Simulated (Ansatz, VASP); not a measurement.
# MnS: VASP beside Ansatz

Aim: how closely do two programs agree when they are given the same cell, functional and k mesh? The cell is taken from a series of VASP runs on this material, whose earlier steps may have relaxed, scaled or displaced it; both programs get it as it stands.

Program: Ansatz 0.2.0. Level of theory: plane waves, with VASP 6.6.1 beside it; band structure at revPBE and single point at revPBE. Results are calculated unless marked as measured.

**1. Set-up**

The structure is cubic, space group Fm-3m (No. 225). The conventional cell has a = 5.172 Å, b = 5.172 Å, c = 5.172 Å, α = 90.00°, β = 90.00°, γ = 90.00°. Nearest to Mn lie 6 S at 2.59 Å. Nearest to S lie 6 Mn at 2.59 Å. Farther neighbours and most contacts between anions are not listed.

Structure file:

```xyz
2
Lattice="0.0000 2.5858 2.5858 2.5858 0.0000 2.5858 2.5858 2.5858 0.0000" Properties=species:S:1:pos:R:3 pbc="T T T"
Mn    0.0000    0.0000    0.0000
S     2.5858    2.5858    2.5858
```

**2. VASP: band structure, revPBE**

A single point gives forces, pressure and levels at one fixed geometry, so differences don't come from the geometry; what else differs is listed under the comparison.

Lines of VASP's logs that name or quote its potential files are left out, and so is its time.

INCAR reads:

```
SYSTEM = MnS
PREC = Accurate
ENCUT = 400
EDIFF = 1E-06
NELM = 100
ISMEAR = 0
SIGMA = 0.05
LREAL = .FALSE.
ALGO = Normal
GGA = RE
ISPIN = 2
MAGMOM = 4.242 0.093
LMAXMIX = 4
LORBIT = 11
LWAVE = .FALSE.
LCHARG = .FALSE.
```

POSCAR reads:

```
MnS
1.0
    0.0000000000      2.5857884300      2.5857884300
    2.5857884300      0.0000000000      2.5857884300
    2.5857884300      2.5857884300      0.0000000000
Mn S
1 1
Direct
    0.0000000000      0.0000000000      0.0000000000
    0.5000000000      0.5000000000      0.5000000000
```

KPOINTS reads:

```
Automatic mesh
0
Gamma
8 8 8
0 0 0
```

KPOINTS_OPT reads:

```
Line mode
16
Line-mode
Reciprocal
  0.00000000   0.00000000   0.00000000 GAMMA
  0.50000000   0.00000000   0.50000000 X

  0.50000000   0.00000000   0.50000000 X
  0.50000000   0.25000000   0.75000000 W

  0.50000000   0.25000000   0.75000000 W
  0.37500000   0.37500000   0.75000000 K

  0.37500000   0.37500000   0.75000000 K
  0.00000000   0.00000000   0.00000000 GAMMA

  0.00000000   0.00000000   0.00000000 GAMMA
  0.50000000   0.50000000   0.50000000 L

  0.50000000   0.50000000   0.50000000 L
  0.62500000   0.25000000   0.62500000 U

  0.62500000   0.25000000   0.62500000 U
  0.50000000   0.25000000   0.75000000 W

  0.50000000   0.25000000   0.75000000 W
  0.50000000   0.50000000   0.50000000 L

  0.50000000   0.50000000   0.50000000 L
  0.37500000   0.37500000   0.75000000 K

  0.62500000   0.25000000   0.62500000 U
  0.50000000   0.00000000   0.50000000 X
```

PAW data sets: Mn_pv and S (PBE family, release 64).

Run with:

```console
> mpirun -np 1 vasp_std
```

Numbers of over 12 decimals in the logs are rounded to 6 here.

The program printed:

```text
[banner, memory and clock lines left out]
running    1 mpi-ranks, on    1 nodes
 distrk:  each k-point on    1 cores,    1 groups
 distr:  one band on    1 cores,    1 groups

 POSCAR found type information on POSCAR MnS
 POSCAR found :  2 types and       2 ions
|                                                                             |
|               ----> ADVICE to this user running VASP <----                  |
|                                                                             |
|     You enforced a specific xc type in the INCAR file but a different       |
|     [... a line on the potential file left out ...]
|     I HOPE YOU KNOW WHAT YOU ARE DOING!                                     |
|                                                                             |

 LDA part: xc-table for (Slater+PW92), standard interpolation
 POSCAR, INCAR and KPOINTS ok, starting setup
 FFT: planning ... GRIDC
 FFT: planning ... GRID_SOFT
 FFT: planning ... GRID
 WAVECAR not read
 entering main loop
       N       E                     dE             d eps       ncg     rms          rms(c)
DAV:   1     0.119994490165E+03    0.11999E+03   -0.95106E+03  1820   0.109E+03
DAV:   2    -0.932533153772E+01   -0.12932E+03   -0.12418E+03  1915   0.304E+02
DAV:   3    -0.145690666449E+02   -0.52437E+01   -0.52150E+01  2104   0.692E+01
DAV:   4    -0.146322653877E+02   -0.63199E-01   -0.63191E-01  2055   0.783E+00
DAV:   5    -0.146335229922E+02   -0.12576E-02   -0.12576E-02  2244   0.112E+00    0.119E+01
DAV:   6    -0.135362287832E+02    0.10973E+01   -0.78727E+00  1832   0.350E+01    0.109E+01
DAV:   7    -0.135350685547E+02    0.11602E-02   -0.80862E-01  1792   0.127E+01    0.636E+00
DAV:   8    -0.135436927102E+02   -0.86242E-02   -0.51871E-02  2048   0.237E+00    0.327E+00
DAV:   9    -0.135402336773E+02    0.34590E-02   -0.10528E-02  1908   0.135E+00    0.245E-01
DAV:  10    -0.135407718254E+02   -0.53815E-03   -0.21935E-03  2007   0.418E-01    0.140E-01
DAV:  11    -0.135408342669E+02   -0.62442E-04   -0.16746E-04  1938   0.139E-01    0.969E-02
DAV:  12    -0.135408726604E+02   -0.38394E-04   -0.64139E-05  1950   0.622E-02    0.687E-02
DAV:  13    -0.135408828998E+02   -0.10239E-04   -0.13857E-05  2124   0.353E-02    0.308E-02
DAV:  14    -0.135408836483E+02   -0.74846E-06   -0.11287E-05  1831   0.390E-02    0.806E-03
DAV:  15    -0.135408849991E+02   -0.13508E-05   -0.11022E-06  1496   0.795E-03    0.185E-03
DAV:  16    -0.135408849869E+02    0.12147E-07   -0.53998E-08   975   0.199E-03
   1 F= -.13540885E+02 E0= -.13540528E+02  d E =-.713511E-03  mag=     4.6734
 Start KPOINTS_OPT (optional k-point list driver)
k-point batch [1-29\160]
       N       E                     dE             ncg
DAV:   1    -0.280990539408E+04   -0.16677E+05     1843
DAV:   2    -0.624108615193E+04   -0.34312E+04     1922
DAV:   3    -0.636451794970E+04   -0.12343E+03     2160
DAV:   4    -0.636601244924E+04   -0.14945E+01     2293
DAV:   5    -0.636604528715E+04   -0.32838E-01     2189
DAV:   6    -0.636604631541E+04   -0.10283E-02     2293
DAV:   7    -0.636604635508E+04   -0.39672E-04     2215
DAV:   8    -0.636604635657E+04   -0.14860E-05     1815
DAV:   9    -0.636604635679E+04   -0.22303E-06     1591
[...]
k-point batch [146-160\160]
       N       E                     dE             ncg
DAV:   1     0.684970866182E+04   -0.11286E+05      948
DAV:   2     0.511851528192E+04   -0.17312E+04      970
DAV:   3     0.505254979154E+04   -0.65965E+02     1215
DAV:   4     0.505179448636E+04   -0.75531E+00     1124
DAV:   5     0.505177938983E+04   -0.15097E-01     1188
DAV:   6     0.505177896491E+04   -0.42492E-03     1180
DAV:   7     0.505177894953E+04   -0.15383E-04     1159
DAV:   8     0.505177894901E+04   -0.51560E-06      919
```

From OUTCAR (step 2):

```text
ion  position               nearest neighbor table
   1  0.000  0.000  0.000-   2 2.59   2 2.59   2 2.59   2 2.59   2 2.59   2 2.59
   2  0.500  0.500  0.500-   1 2.59   1 2.59   1 2.59   1 2.59   1 2.59   1 2.59

  LATTYP: Found a face centered cubic cell.
 ALAT       =     5.1715768600

 Subroutine GETGRP returns: Found 48 space group operations
 (whereof 48 operations were pure point group operations)

The static configuration has the point symmetry O_h .

 Found     29 irreducible k-points:

   k-points           NKPTS =     29   k-points in BZ     NKDIM =     29   number of bands    NBANDS=     15

   dimension x,y,z NGX =    24 NGY =   24 NGZ =   24
   dimension x,y,z NGXF=    48 NGYF=   48 NGZF=   48

   ENCUT  =  400.0 eV  29.40 Ry    5.42 a.u.   5.96  5.96  5.96*2*pi/ulx,y,z

   NELECT =      19.0000    total number of electrons

 k-points in reciprocal lattice and weights: Automatic mesh
   0.00000000  0.00000000  0.00000000       0.002
   0.12500000  0.00000000  0.00000000       0.016
   0.25000000  0.00000000  0.00000000       0.016
   0.37500000  0.00000000  0.00000000       0.016
   0.50000000  0.00000000  0.00000000       0.008
   0.12500000  0.12500000  0.00000000       0.012
   0.25000000  0.12500000  0.00000000       0.047
   0.37500000  0.12500000  0.00000000       0.047
   0.50000000  0.12500000  0.00000000       0.047
[...]
-0.37500000  0.50000000  0.12500000       0.023
  -0.25000000  0.50000000  0.25000000       0.012

 average (electrostatic) potential at core
       1 -68.3792       2 -85.1117

 E-fermi :   7.0475

 spin component 1
 k-point     1 :       0.0000    0.0000    0.0000
  band No.  band energies     occupation
    ...
      8       3.6444      1.00000
      9       3.6444      1.00000
     10       5.0617      1.00000
     11       5.0617      1.00000
     12       5.0617      1.00000
     13       8.8909      0.00000
     14      15.5825      0.00000
     15      15.5825      0.00000

 k-point     2 :       0.1250    0.0000    0.0000
  band No.  band energies     occupation
    ...
      8       3.6361      1.00000
      9       3.6361      1.00000
     10       4.5175      1.00000
     11       5.5750      1.00000
     12       5.5750      1.00000
     13       9.8081      0.00000
     14      14.4891      0.00000
     15      15.4526      0.00000

 k-point     3 :       0.2500    0.0000    0.0000
  band No.  band energies     occupation
    ...
      8       3.8151      1.00000
      9       3.8151      1.00000
     10       4.3209      1.00000
     11       6.4133      1.00000
     12       6.4133      1.00000
     13      10.6654      0.00000
     14      14.0194      0.00000
     15      14.1860      0.00000

 k-point     4 :       0.3750    0.0000    0.0000
  band No.  band energies     occupation
    ...
      6       2.1518      1.00000
      7       2.1518      1.00000
      8       4.0066      1.00000
      9       4.0066      1.00000
     10       4.4128      1.00000
     11       7.1169      0.02482
     12       7.1169      0.02482
     13      10.1752      0.00000
     14      12.8916      0.00000
     15      12.8916      0.00000

 k-point     5 :       0.5000    0.0000    0.0000
  band No.  band energies     occupation
    ...
      6       2.0025      1.00000
      7       2.0025      1.00000
      8       4.0894      1.00000
      9       4.0895      1.00000
     10       4.4808      1.00000
     11       7.4120      0.00000
     12       7.4120      0.00000
     13       9.8321      0.00000
     14      12.3734      0.00000
     15      12.3734      0.00000

 k-point     6 :       0.1250    0.1250    0.0000
  band No.  band energies     occupation
    ...
      8       3.4696      1.00000
      9       3.6818      1.00000
     10       5.1135      1.00000
     11       5.1135      1.00000
     12       5.2595      1.00000
     13      10.2344      0.00000
     14      14.4529      0.00000
     15      15.1134      0.00000

  Total       -0.0128206     -0.0128206     -0.0128206      0.0000000     -0.0000000     -0.0000000
  in kB       -0.5940300     -0.5940300     -0.5940300      0.0000000     -0.0000000     -0.0000000
  external PRESSURE =      -0.5940300 kB  Pullay stress =       0.0000000 kB

  energy-cutoff  :      400.00
  volume of cell :       34.58
      direct lattice vectors                 reciprocal lattice vectors
     0.000000000  2.585788430  2.585788430    -0.193364621  0.193364621  0.193364621
     2.585788430  0.000000000  2.585788430     0.193364621 -0.193364621  0.193364621
     2.585788430  2.585788430  0.000000000     0.193364621  0.193364621 -0.193364621

 POSITION                                       TOTAL-FORCE (eV/Angst)
 -----------------------------------------------------------------------------------
      0.00000      0.00000      0.00000         0.000000     -0.000000     -0.000000
      2.58579      2.58579      2.58579        -0.000000      0.000000      0.000000
 -----------------------------------------------------------------------------------
    total drift:                                0.000000     -0.000000     -0.000000

  FREE ENERGIE OF THE ION-ELECTRON SYSTEM (eV)
  ---------------------------------------------------
  free  energy   TOTEN  =       -13.5408849869 eV

  energy  without entropy=      -13.5401714758  energy(sigma->0) =      -13.54052823

 total charge
# of ion       s       p       d       tot
------------------------------------------
    1        0.215   6.168   4.931  11.314
    2        1.330   2.416   0.000   3.745
--------------------------------------------------
tot          1.544   8.584   4.931  15.059

 magnetization (x)
# of ion       s       p       d       tot
------------------------------------------
    1        0.052   0.041   4.149   4.242
    2        0.026   0.066   0.000   0.093
--------------------------------------------------
tot          0.078   0.107   4.149   4.334

[... 6 further parts left out ...]
```

The cell holds one magnetic atom, so no antiferromagnetic order fits into it. Experiment finds antiferromagnetic order in this phase (below 150 K, arxiv:1108.4537), so this ferromagnetic run describes another state.

(Part 1 of 2 ends here.)

[Lines on the potential files, build, host, timing and source positions are cut from VASP's logs without a mark.]

[Logs are printed without paths, hosts, clocks, repeated set-up lines and the standing remarks that a program may print on its own settings, such as how far it seeks lower states.]

[Hosts, paths, dates, database ids (printed as entryN), source tags and the programs' standing remarks are cut or masked in the printed files.]
